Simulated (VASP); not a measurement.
Here is the system:

```xyz
2
Lattice="0.0000 3.1371 3.1371 3.1371 0.0000 3.1371 3.1371 3.1371 0.0000" Properties=species:S:1:pos:R:3 pbc="T T T"
Sn     0.0000     0.0000     0.0000
Te     3.1371     3.1371     3.1371
```

Method: PBE GGA, VASP's PBE PAW potentials (set 64) (plane waves; VASP). Settings: 300 eV cut-off, 5×5×5 Γ-centred mesh, Gaussian smearing of 0.20 eV, potentials Sn_d Te.

At this cut-off the stress carries a Pulay error, which pulls relaxed volumes low.

Give the stress tensor in GPa (positive for a compressed cell).

```
2.66  0.00  0.00
0.00  2.66  0.00
0.00  0.00  2.66
```
The pressure is its mean diagonal, 2.66 GPa.

The structure comes from a computed database's SnTe entry; how it stands against other phases isn't given here. The cell was not relaxed at this level.
